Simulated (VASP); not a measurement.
Crystal: Cd.

```xyz
2
Lattice="2.9585 0.0000 0.0000 -1.4792 2.5621 0.0000 0.0000 0.0000 5.8859" Properties=species:S:1:pos:R:3 pbc="T T T"
Cd    0.0000    1.7081    1.4715
Cd    1.4792    0.8540    4.4144
```

| Quantity | Value |
| --- | --- |
| Program | VASP 6.6.1 |
| Task | relaxation of cell and atoms |
| Functional | PBE |
| Dispersion | D3(BJ) |
| Potentials or basis | VASP PAW PBE potentials, release 64 (Cd) |
| Cutoff | 600 eV |
| k mesh | 18 × 18 × 8 |
| Occupations | gaussian, width 0.1 eV |
| Spin | no spin polarisation |

At the start: pressure -1.0 GPa; volume 22.31 Å³/atom.

Problem. Where does the relaxation end?

Solution. Over 10 steps the energy falls by 10.9 meV/atom and the volume is 21.38 Å³/atom (-4.2 %); space group P6_3/mmc (No. 194, to 0.05 Å).

The path:
```tsv
step	energy change (eV)	largest force (eV/Å)	pressure (GPa)	volume (Å³)
1	0.0000	0.0000	-1.02	44.62
2	-0.0112	0.0000	-0.31	43.70
3	-0.0160	0.0000	0.55	42.80
4	-0.0161	0.0000	0.74	42.65
5	-0.0194	0.0000	-0.05	43.03
6	-0.0198	0.0000	-0.32	43.18
7	-0.0199	0.0000	-0.44	43.25
8	-0.0213	0.0000	-0.19	42.96
9	-0.0217	0.0000	0.03	42.72
10	-0.0218	0.0000	0.00	42.75
```

Final structure:
```
Cd
1.0
     3.00345    0.00000    0.00000
    -1.50172    2.60106    0.00000
     0.00000    0.00000    5.47246
Cd
2
Direct
  0.33333 0.66667 0.25000
  0.66667 0.33333 0.75000
```

Caveat: pairwise dispersion overbinds metals, which lowers pressure and volume.
